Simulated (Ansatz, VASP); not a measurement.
One calculation of KCdCO3F, two programs

POSCAR

```
KCdCO3F
1.0
    5.1349000000      0.0000000000      0.0000000000
   -2.5674500000      4.4469538459      0.0000000000
    0.0000000000      0.0000000000      8.8460000000
K Cd C O F
2 2 2 6 2
Direct
    0.6666666667      0.3333333333      0.5000000000
    0.6666666667      0.3333333333      0.0000000000
    0.0000000000      0.0000000000      0.2500000000
    0.0000000000      0.0000000000      0.7500000000
    0.3333333333      0.6666666667      0.2500000000
    0.3333333333      0.6666666667      0.7500000000
    0.4129067715      0.9487197200      0.2500000000
    0.5358129485      0.5870932285      0.2500000000
    0.0512802800      0.4641870515      0.2500000000
    0.0512802800      0.5870932285      0.7500000000
    0.4129067715      0.4641870515      0.7500000000
    0.5358129485      0.9487197200      0.7500000000
    0.0000000000      0.0000000000      0.5000000000
    0.0000000000      0.0000000000      0.0000000000
```

Contents of INCAR.step1:

```
PREC = Accurate ; ENCUT = 520
ISMEAR = -1 ; SIGMA = 0.02
LREAL = False ; LASPH = True
NELM = 100 ; NBANDS = 63
GGA = PE ; ALGO = Normal
EDIFF = 1E-4 ; LWAVE = True
LCHARG = False
```

INCAR.step2

```
PREC = Accurate ; ENCUT = 520
EDIFF = 1E-8 ; ISMEAR = -1
SIGMA = 0.02 ; LREAL = False
LASPH = True ; NELM = 100
ALGO = Normal ; ISIF = 2
LWAVE = False ; LCHARG = False
METAGGA = R2SCAN ; LMIXTAU = True
LEFG = True ; NBANDS = 63
ISTART = 1
```

File KPOINTS:

```
Automatic mesh
0
Gamma
  5 5 3
```

Input for Ansatz:

```yaml
crystal:
  lattice:
    - [5.1349, 0.0, 0.0]
    - [-2.56745, 4.4469538459, 0.0]
    - [0.0, 0.0, 8.846]
  atoms:
    - { symbol: K, position: [0.6666666667, 0.3333333333, 0.5] }
    - { symbol: K, position: [0.6666666667, 0.3333333333, 0.0] }
    - { symbol: Cd, position: [0.0, 0.0, 0.25] }
    - { symbol: Cd, position: [0.0, 0.0, 0.75] }
    - { symbol: C, position: [0.3333333333, 0.6666666667, 0.25] }
    - { symbol: C, position: [0.3333333333, 0.6666666667, 0.75] }
    - { symbol: O, position: [0.4129067715, 0.94871972, 0.25] }
    - { symbol: O, position: [0.5358129485, 0.5870932285, 0.25] }
    - { symbol: O, position: [0.05128028, 0.4641870515, 0.25] }
    - { symbol: O, position: [0.05128028, 0.5870932285, 0.75] }
    - { symbol: O, position: [0.4129067715, 0.4641870515, 0.75] }
    - { symbol: O, position: [0.5358129485, 0.94871972, 0.75] }
    - { symbol: F, position: [0.0, 0.0, 0.5] }
    - { symbol: F, position: [0.0, 0.0, 0.0] }
kpoints:
  mp_grid: { grid: [5, 5, 3] }
scf:
  occupations: { method: fermi_dirac, width: 0.02 }
hamiltonian:
  xc: r2scan
  pseudopotentials: { kind: paw }
output:
  forces: true
  stress: true
  populations: true
  efg:
    quadrupole_moments_barn: { K: 0.0603, O: -0.02558 }
    contact_densities: true
```

Alike in both runs: task electric field gradients; functional r2SCAN; k mesh 5 × 5 × 3; occupations fermi-dirac, width 0.02 eV; no spin polarisation.

|  | VASP | Ansatz |
| --- | --- | --- |
| version | VASP 6.6.1 | Ansatz 0.2.0 |
| potentials or method | VASP PAW PBE potentials, release 64 (K_sv, Cd, C, O, F) | plane-wave PAW, scalar-relativistic |
| plane-wave cutoff (eV) | 520 | 500 |
| valence electrons in the cell | 100 | 116 |

Ansatz gave:

| Property | Result |
| --- | --- |
| gap on the k mesh at the Fermi level (eV) | 3.69 |
| pressure (GPa) | -0.8 |
| largest component of the traceless stress (GPa) | 1.33 |
| rms of the force components (eV/Å) | 0.171 |
| Vzz of the field gradient on the site that differs most (V/Å²) | 30.4 |

Task: Estimate VASP's values.

Result: gap on the k mesh at the Fermi level (eV): 3.67; pressure (GPa): 0.3; largest component of the traceless stress (GPa): 0.72; rms of the force components (eV/Å): 0.051; Vzz of the field gradient on the site that differs most (V/Å²): 40.1.

Atom by atom the forces differ by 0.122 eV/Å (rms over components). One of these differences is far larger than is usual between the two programs; its cause wasn't traced. The functional is the same, so the differences come from potentials, cutoffs and numerics. The two sets of potentials don't hold the same shells in valence. Ansatz warned: «gradients_without_spin_orbit».

Caveats: the PAW data sets were made with another functional, which shifts forces and pressure a little (VASP); an odd mesh through Γ misses points on the zone boundary, where band edges often lie. r2SCAN opens gaps a little over a GGA but as a rule still falls short of measured ones.
